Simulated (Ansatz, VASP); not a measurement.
**PdPt2: VASP beside Ansatz**

```
Pd Pt
1.0
     0.00000    3.69383    3.69383
     3.69383    0.00000    3.69383
     3.69383    3.69383    0.00000
Pd Pt
2 4
Direct
  0.00000 0.00000 0.00000
  0.25000 0.25000 0.25000
  0.12500 0.62500 0.62500
  0.62500 0.62500 0.62500
  0.62500 0.62500 0.12500
  0.62500 0.12500 0.62500
```

Change from the starting cell: species swapped into the YPt2 type (Fd-3m, No. 227).

Alike in both runs: functional PBE; k mesh 10 × 10 × 10; occupations gaussian, width 0.1 eV; no spin polarisation.

Ansatz relaxed the structure, and its values are those at the end. VASP's run is a single point on that final structure, the one shown.

|  | VASP | Ansatz |
| --- | --- | --- |
| version | VASP 6.6.1 | Ansatz 0.2.0 |
| potentials or method | VASP PAW PBE potentials, release 64 (Pd, Pt) | scalar-relativistic, plane waves, PAW |
| plane-wave cutoff (eV) | 520 | 420 |
| valence electrons in the cell | 60 | 108 |

|  | VASP | Ansatz | Ansatz less VASP |
| --- | --- | --- | --- |
| gap on the k mesh at the Fermi level (eV) | none | none | - |
| pressure (GPa) | -0.4 | 0.0 | +0.38 |

A gap of «none» marks a metal or a gap that the smearing closes. The two sets of potentials don't hold the same shells in valence.

Spin-orbit coupling is left out, which matters for the levels of Pt.
